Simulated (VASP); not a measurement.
Here is the system:

```xyz
1
Lattice="-1.4637 1.4637 1.4637 1.4637 -1.4637 1.4637 1.4637 1.4637 -1.4637" Properties=species:S:1:pos:R:3 pbc="T T T"
Fe     0.0000     0.0000     0.0000
```
Starting moments (μB, in the order of the record's atoms Fe): 2.5.

Level of theory: PBE GGA with D4 dispersion, VASP's PBE PAW potentials (set 64) (plane waves; VASP). Numerical set-up: 400 eV cut-off, 16×16×16 Γ-centred mesh, first-order Methfessel-Paxton smearing of 0.10 eV, potentials Fe.

Task: Give the stress tensor in GPa (positive for a compressed cell).

Result: 
```
-16.79    0.00    0.00
  0.00  -16.79    0.00
  0.00    0.00  -16.79
```
The pressure is its mean diagonal, -16.79 GPa.

The compound is Fe in the bcc structure. The cell was not relaxed at this level. The run is one of a series of settings (IVDW = 13 against the base run), some of them coarse on purpose.
